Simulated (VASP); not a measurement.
The input files of a VASP run:

### KPOINTS
```
Automatic
0
G
 5 5 5
```

POSCAR:
```
PbI2
1
    0.0000000000     3.8306870000     3.8306870000
    3.8306870000     0.0000000000     3.8306870000
    3.8306870000     3.8306870000     0.0000000000
Pb I
1 2
Direct
  0.0000000000   0.0000000000   0.0000000000
  0.2500000000   0.2500000000   0.2500000000
  0.7500000000   0.7500000000   0.7500000000
```

### INCAR
```
# general
SYSTEM  = PbI2
PREC    = Accurate
ENCUT   = 400
LREAL   = F
LASPH   = T

# electronic loop
EDIFF   = 1E-5
NELM    = 100
ALGO    = Normal
LMAXMIX = 4

# smearing
ISMEAR  = 0
SIGMA   = 0.05

# functional
GGA     = PE

# ions
ISIF    = 2

# output
LWAVE   = F
LCHARG  = F
```

POTCAR, in this order: Pb_d I (PBE.64 set). Program: vasp_std.

Problem. Translate this PBE calculation to Quantum ESPRESSO's pw.x.

Solution. One equivalent input (not run):
```
&CONTROL
  calculation = 'scf'
  pseudo_dir = './pseudo'
  outdir = './out'
  tprnfor = .true.
  tstress = .true.
/
&SYSTEM
  ibrav = 0
  nat = 3
  ntyp = 2
  ecutwfc = 70
  occupations = 'smearing'
  smearing = 'gaussian'
  degauss = 0.003675
  input_dft = 'pbe'
/
&ELECTRONS
  conv_thr = 7.3e-07
  electron_maxstep = 100
/
ATOMIC_SPECIES
  Pb 207.200 Pb.upf
  I 126.904 I.upf
CELL_PARAMETERS angstrom
     0.0000000    3.8306870    3.8306870
     3.8306870    0.0000000    3.8306870
     3.8306870    3.8306870    0.0000000
ATOMIC_POSITIONS crystal
  Pb   0.0000000  0.0000000  0.0000000
  I    0.2500000  0.2500000  0.2500000
  I    0.7500000  0.7500000  0.7500000
K_POINTS automatic
  5 5 5 0 0 0
```
The two are equivalent in intent, not identical: the potentials are each code's own (VASP's PAW set, PseudoDojo norm-conserving files in pw.x), so ENCUT and ecutwfc are chosen apart and not converted; conv_thr bounds pw.x's estimated SCF error, while EDIFF bounds the energy change between steps.

The structure was generated: PbI2 was put into the fluorite type (Fm-3m), which need not be its known phase. The cell was not relaxed at this level. The run is one of a series of settings (EDIFF = 1E-5 against the base run), some of them coarse on purpose.
